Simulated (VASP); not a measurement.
Calculation: PBE GGA with D4 dispersion, VASP's PBE PAW potentials (set 64) (plane waves; VASP).

The input files of a VASP run:

**KPOINTS**
```
Automatic mesh
0
Gamma
13 13 7
0 0 0
```

POSCAR:
```
Tb
5.6133030
  0.3208892653  -0.5557964301   0.0000000000
  0.3208892653   0.5557964301   0.0000000000
  0.0000000000   0.0000000000   1.0000000771
Tb
2
Cart
  0.3208892653   0.1852658472   0.2500000193
  0.3208892653  -0.1852658472   0.7500000579
```

INCAR:
```
SYSTEM=Tb
PREC=Accurate; ENCUT=520; LREAL=.FALSE.
LASPH=.TRUE.
EDIFF=1E-7; NELM=100; ALGO=Normal
LMAXMIX=6
ISMEAR=-5
GGA=PE; IVDW=13
ISIF=2
LWAVE=.FALSE.; LCHARG=.TRUE.; LORBIT=11
NEDOS=601
```

POTCAR, in this order: Tb_3 (PBE.64 set). Program: vasp_std.

What will the output report for the number of irreducible k-points (NKPTS), largest plane-wave count, number of space-group operations, FFT grid (NGX, NGY, NGZ)?

The number of irreducible k-points (NKPTS) is 84 and the largest plane-wave count is 1737. The number of space-group operations is 24 and the FFT grid (NGX, NGY, NGZ) comes out as 28 × 28 × 42.

The compound is Tb in the hcp structure. It was relaxed first. The 4f electrons are frozen in the core of the lanthanide potential, so 4f levels, which can set the real gap, and their magnetism are missing.
